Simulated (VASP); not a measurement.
# Ga2Sn (P6_3/mmc) in VASP: single point with r2SCAN

Aim: the single point of Ga2Sn with r2SCAN.

All numbers are computed with VASP 6.6.1; they aren't measurements. Logs are shortened: lines on timing, memory, paths and dates and some standing lists are left out, and cuts for length are marked.

### 1 The crystal as given

The structure is hexagonal, space group P6_3/mmc (No. 194). Conventional cell: a = 5.020 Å, b = 5.020 Å, c = 6.601 Å, α = 90.00°, β = 90.00°, γ = 120.00°. Ga (site symmetry -3m) has 8 Ga at 3.30 to 3.34 Å and 6 Sn at 3.33 to 3.34 Å as nearest neighbours. Ga (site symmetry -6m2) is surrounded by 5 Sn at 2.90 to 3.30 Å. Around Sn (site symmetry -6m2) lie 5 Ga at 2.90 to 3.30 Å.

The cell was built by a generator and needn't be a form met in nature.

### 2 Single point, r2SCAN

POSCAR

```
Ga2Sn
1.0
    2.5097670000      4.3470410000      0.0000000000
   -2.5097670000      4.3470410000      0.0000000000
    0.0000000000      0.0000000000      6.6008130000
Ga Sn
4 2
Direct
    0.0000000000      0.0000000000      0.0000000000
    0.0000000000      0.0000000000      0.5000000000
    0.3333000000      0.3334000000      0.7500000000
    0.6666000000      0.6667000000      0.2500000000
    0.3333000000      0.3334000000      0.2500000000
    0.6666000000      0.6667000000      0.7500000000
```

INCAR.step1

```
ALGO = Normal
EDIFF = 1E-4
ENCUT = 520
GGA = PE
ISMEAR = -1
LASPH = True
LCHARG = False
LREAL = False
LWAVE = True
NBANDS = 49
NELM = 60
PREC = Accurate
SIGMA = 0.1
```

INCAR.step2

```
ALGO = Normal
EDIFF = 1E-7
ENCUT = 520
ISIF = 2
ISMEAR = -1
ISTART = 1
LASPH = True
LCHARG = True
LELF = True
LMIXTAU = True
LREAL = False
LVHAR = True
LWAVE = False
METAGGA = R2SCAN
NBANDS = 49
NELM = 60
PREC = Accurate
SIGMA = 0.1
```

KPOINTS

```
k-points
0
Gamma
  8 8 5
```

Potentials or basis: VASP PAW PBE potentials, release 64 (Ga_d, Sn_d).

Started as:

```bash
$ cat potpaw_PBE.64/Ga_d/POTCAR potpaw_PBE.64/Sn_d/POTCAR > POTCAR
$ cp INCAR.step1 INCAR
$ mpirun -np 1 vasp_std > vasp.out
$ cp INCAR.step2 INCAR
$ mpirun -np 1 vasp_std > vasp.out
```

OUTCAR:

```text
EDIFF = 1E-7
   ENCUT = 520
   ISIF = 2
   ISMEAR = -1
   ISTART = 1
   LASPH = True
   LREAL = False
   METAGGA = R2SCAN
   NELM = 60
   PREC = Accurate

 ion  position               nearest neighbor table
   1  0.000  0.000  0.000-   6 3.33   5 3.33   6 3.34   5 3.34   6 3.34   5 3.34
   2  0.000  0.000  0.500-   6 3.33   5 3.33   6 3.34   5 3.34   6 3.34   5 3.34
   3  0.333  0.333  0.750-   6 2.90   6 2.90   6 2.90   5 3.30   5 3.30
   4  0.667  0.667  0.250-   5 2.90   5 2.90   5 2.90   6 3.30   6 3.30
   5  0.333  0.333  0.250-   4 2.90   4 2.90   4 2.90   3 3.30   3 3.30   2 3.33   1 3.33   2 3.34
                             1 3.34   2 3.34   1 3.34
   6  0.667  0.667  0.750-   3 2.90   3 2.90   3 2.90   4 3.30   4 3.30   1 3.33   2 3.33   2 3.34
                             1 3.34   1 3.34   2 3.34

  LATTYP: Found a hexagonal cell.
 ALAT       =     5.0195314373
 C/A-ratio  =     1.3150257315

  Lattice vectors:

 A1 = (   2.5097670000,  -4.3470410000,   0.0000000000)
 A2 = (   2.5097670000,   4.3470410000,   0.0000000000)
 A3 = (   0.0000000000,   0.0000000000,   6.6008130000)

Analysis of symmetry for initial positions (statically):
=====================================================================
 Subroutine PRICEL returns:
 Original cell was already a primitive cell.

 Routine SETGRP: Setting up the symmetry group for a
 hexagonal supercell.

 Subroutine GETGRP returns: Found  4 space group operations
 (whereof  2 operations were pure point group operations)
 out of a pool of 24 trial point group operations.

The static configuration has the point symmetry C_2 .
 The point group associated with its full space group is C_2v.

Analysis of symmetry for dynamics (positions and initial velocities):
=====================================================================
 Subroutine PRICEL returns:
 Original cell was already a primitive cell.

 Routine SETGRP: Setting up the symmetry group for a
 hexagonal supercell.

 Subroutine GETGRP returns: Found  4 space group operations
 (whereof  2 operations were pure point group operations)
 out of a pool of 24 trial point group operations.

The dynamic configuration has the point symmetry C_2 .
 The point group associated with its full space group is C_2v.

 Subroutine INISYM returns: Found  4 space group operations
 (whereof  2 operations are pure point group operations),
 and found     1 'primitive' translations

----------------------------------------------------------------------------------------

                                     Primitive cell

  volume of cell :     144.0305

  direct lattice vectors                    reciprocal lattice vectors
     2.509767000  4.347041000  0.000000000     0.199221681  0.115020769  0.000000000
    -2.509767000  4.347041000  0.000000000    -0.199221681  0.115020769  0.000000000
     0.000000000  0.000000000  6.600813000     0.000000000  0.000000000  0.151496490

  length of vectors
     5.019531437  5.019531437  6.600813000     0.230041421  0.230041421  0.151496490

  position of ions in fractional coordinates (direct lattice)
     0.000000000  0.000000000  0.000000000
     0.000000000  0.000000000  0.500000000
     0.333300000  0.333400000  0.750000000
     0.666600000  0.666700000  0.250000000
     0.333300000  0.333400000  0.250000000
     0.666600000  0.666700000  0.750000000

  ion indices of the primitive-cell ions
   primitive index   ion index
                 1           1
                 2           2
                 3           3
                 4           4
                 5           5
                 6           6

----------------------------------------------------------------------------------------

 KPOINTS: k-points

Automatic generation of k-mesh.
 Grid dimensions read from file:
 generate k-points for:    8    8    5

 Generating k-lattice:

  Cartesian coordinates                     Fractional coordinates (reciprocal lattice)
     0.024902710  0.014377596  0.000000000     0.125000000  0.000000000  0.000000000
    -0.024902710  0.014377596  0.000000000     0.000000000  0.125000000  0.000000000
     0.000000000  0.000000000  0.030299298     0.000000000  0.000000000  0.200000000

  Length of vectors
     0.028755178  0.028755178  0.030299298

  Shift w.r.t. Gamma in fractional coordinates (k-lattice)
     0.000000000  0.000000000  0.000000000

 Subroutine IBZKPT returns following result:
 ===========================================

 Found     63 irreducible k-points:

 Following reciprocal coordinates:
            Coordinates               Weight
  0.000000  0.000000  0.000000      1.000000
  0.125000 -0.000000  0.000000      4.000000
  0.125000  0.125000  0.000000      2.000000
  0.250000 -0.000000  0.000000      4.000000
  0.250000  0.250000  0.000000      2.000000
  0.375000  0.000000  0.000000      4.000000
[... 16 lines left out ...]
  0.125000 -0.000000  0.200000      8.000000
  0.125000  0.125000  0.200000      4.000000
 [... further k-points ...]
   k-points           NKPTS =     63   k-points in BZ     NKDIM =     63   number of bands    NBANDS=     49
   number of dos      NEDOS =    301   number of ions     NIONS =      6
   total plane-waves  NPLWV =  80000
   dimension x,y,z NGX =    40 NGY =   40 NGZ =   50
   dimension x,y,z NGXF=    80 NGYF=   80 NGZF=  100
   ions per type =               4   2
   NGX,Y,Z   is equivalent  to a cutoff of  13.25, 13.25, 12.59 a.u.
   NGXF,Y,Z  is equivalent  to a cutoff of  26.50, 26.50, 25.19 a.u.
 SYSTEM =  unknown system
   PREC   = accura    normal or accurate (medium, high low for compatibility)
   ISTART =      1    job   : 0-new  1-cont  2-samecut
   ICHARG =      0    charge: 1-file 2-atom 10-const
   ISPIN  =      1    spin polarized calculation?
   LNONCOLLINEAR =      F non collinear calculations
   LSORBIT =      F    spin-orbit coupling
   LASPH  =      T    aspherical Exc in radial PAW
   ENCUT  =  520.0 eV  38.22 Ry    6.18 a.u.   9.33  9.33 12.27*2*pi/ulx,y,z
   NELM   =     60;   NELMIN=  2; NELMDL=  0     # of ELM steps
   EDIFF  = 0.1E-06   stopping-criterion for ELM
   LREAL  =      F    real-space projection
   EDIFFG = 0.1E-05   stopping-criterion for IOM
   NSW    =      0    number of steps for IOM
   IBRION =     -1    ionic relax: 0-MD 1-quasi-New 2-CG
   NFREE  =      0    steps in history (QN), initial steepest desc. (CG)
   ISIF   =      2    stress and relaxation
   ISYM   =      2    0-nonsym 1-usesym 2-fastsym
   POTIM  = 0.5000    time-step for ionic-motion
   TEBEG  =    0.0;   TEEND  =   0.0 temperature during run
   PSTRESS=    0.0 pullay stress
   NELECT =      80.0000    total number of electrons
   NUPDOWN=      -1.0000    fix difference up-down
   EMIN   =  10.00;   EMAX   =-10.00  energy-range for DOS
   EFERMI =   0.00;   METHOD = LEGACY
   ISMEAR =    -1;   SIGMA  =   0.10  broadening in eV -4-tet -1-fermi 0-gaus
   EFERMI_NEDOS =   21; number of points for ismear=-14 and -15
   IALGO  =     38    algorithm
   IMIX   =      4    mixing-type and parameters
     AMIX     =   0.40;   BMIX     =  1.00
     AMIX_MAG =   1.60;   BMIX_MAG =  1.00
  volume/ion in A,a.u.               =      24.01       161.99
  Fermi-wavevector in a.u.,A,eV,Ry     =   1.345716  2.543034 24.639479  1.810951
  Thomas-Fermi vector in A             =   2.473606
   LORBIT       =      0    0 simple, 1 ext, 2 COOP (PROOUT), +10 PAW based schemes
   METAGGA = R2SCAN    functional components
   LHFCALC =     F    Hartree Fock is set to
   AEXX    =    0.0000 exact exchange contribution
   IVDW    =     0    specifies the selected vdW correction
   LEPSILON=     F    determine dielectric tensor
   LRPA    =     F    only Hartree local field effects (RPA)
 non-spin polarized calculation
  energy-cutoff  :      520.00
  volume of cell :      144.03
 maximum number of plane-waves:      3925
 NGX is ok and might be reduce to    40
   NGX = 19   NGY = 19   NGZ = 25

 number of electron      79.9999978 magnetization

 Free energy of the ion-electron system (eV)
  ---------------------------------------------------
  ext. energy  EPLUGINS =         0.00000000
  ---------------------------------------------------
  free energy    TOTEN  =       -93.74034430 eV

  energy without entropy =      -93.62664305  energy(sigma->0) =      -93.68349367

 E-fermi :   5.4643     XC(G=0): -11.1636

 val. band max:        5.4623818763   @ k =   0.0000   0.0000   0.4000
 cond. band min:       5.4799810380   @ k =   0.2500   0.2500   0.0000
 fundamental gap:      0.0175991617
 Fermi energy:         5.4643307612

 k-point     1 :       0.0000    0.0000    0.0000
  band No.  band energies     occupation
      1     -16.5417      2.00000
      2     -16.5359      2.00000
      3     -16.5224      2.00000
      4     -16.5223      2.00000
      5     -16.5168      2.00000
      6     -16.5168      2.00000
[... 41 lines left out ...]
     48       8.6429      0.00000
     49       8.6513      0.00000

 k-point     2 :       0.1250   -0.0000    0.0000
  band No.  band energies     occupation
      1     -16.5412      2.00000
      2     -16.5358      2.00000
      3     -16.5227      2.00000
      4     -16.5222      2.00000
      5     -16.5173      2.00000
      6     -16.5167      2.00000
[... 41 lines left out ...]
     48       8.9234      0.00000
     49       9.1563      0.00000

 k-point     3 :       0.1250    0.1250    0.0000
  band No.  band energies     occupation
      1     -16.5412      2.00000
      2     -16.5358      2.00000
      3     -16.5227      2.00000
      4     -16.5222      2.00000
      5     -16.5174      2.00000
      6     -16.5166      2.00000
[... 1081 lines left out ...]
     48       8.1773      0.00000
     49       9.7921      0.00000

 k-point    24 :       0.1250    0.1250    0.2000
  band No.  band energies     occupation
      1     -16.5405      2.00000
      2     -16.5361      2.00000
      3     -16.5225      2.00000
      4     -16.5223      2.00000
      5     -16.5176      2.00000
      6     -16.5172      2.00000
[... 41 lines left out ...]
     48       8.1776      0.00000
     49       9.7914      0.00000

 [... further k-points ...]

------------------------ aborting loop because EDIFF is reached ----------------------------------------

  FORCE on cell =-STRESS in cart. coord.  units (eV):
  Direction    XX          YY          ZZ          XY          YZ          ZX
  --------------------------------------------------------------------------------------
  -------------------------------------------------------------------------------------
  Total       -2.5345561     -2.5333744     -4.3170606      0.0000000      0.0000000      0.0000000
  in kB      -28.1940796    -28.1809343    -48.0224336      0.0000000      0.0000000      0.0000000
  external PRESSURE =     -34.7991492 kB  Pullay stress =       0.0000000 kB

 VOLUME and BASIS-vectors are now :
 -----------------------------------------------------------------------------
  energy-cutoff  :      520.00
  volume of cell :      144.03
      direct lattice vectors                 reciprocal lattice vectors
     2.509767000  4.347041000  0.000000000     0.199221681  0.115020769  0.000000000
    -2.509767000  4.347041000  0.000000000    -0.199221681  0.115020769  0.000000000
     0.000000000  0.000000000  6.600813000     0.000000000  0.000000000  0.151496490

 POSITION                                       TOTAL-FORCE (eV/Angst)
 -----------------------------------------------------------------------------------
      0.00000      0.00000      0.00000        -0.000081      0.000000      0.000000
      0.00000      0.00000      3.30041        -0.000081      0.000000      0.000000
     -0.00025      2.89817      4.95061         0.000106     -0.000709      0.000000
     -0.00025      5.79591      1.65020         0.000106      0.000709     -0.000000
     -0.00025      2.89817      1.65020        -0.000025     -0.000698      0.000000
     -0.00025      5.79591      4.95061        -0.000025      0.000698     -0.000000
 -----------------------------------------------------------------------------------
    total drift:                                0.000223      0.000000      0.000000

  FREE ENERGIE OF THE ION-ELECTRON SYSTEM (eV)
  ---------------------------------------------------
  free  energy   TOTEN  =       -93.7403442958 eV

  energy  without entropy=      -93.6266430462  energy(sigma->0) =      -93.68349367
```

It took 22 min on 1 thread of Intel Xeon Platinum 8488C (Sapphire Rapids), shared host; peak memory 0.53 GiB.

What came out:

- Free energy: -93.7403 eV
- Pressure: -3.5 GPa
- Band gap on the k mesh: none (metal or under the smearing width)

Levels at points of the mesh, in eV from the Fermi level:
```csv
k point,band 37,band 38,band 39,band 40,band 41,band 42,band 43,band 44
"(0.00, 0.00, 0.00)",-1.65,-1.04,-1.04,-0.63,0.30,0.30,0.43,1.22
"(0.50, 0.00, 0.00)",-3.65,-3.38,-0.98,-0.90,-0.33,1.52,3.21,3.82
"(0.50, 0.50, 0.00)",-3.65,-3.38,-0.98,-0.90,-0.34,1.52,3.21,3.82
```

Caveat: the PAW data sets were made with another functional, which shifts forces and pressure a little.
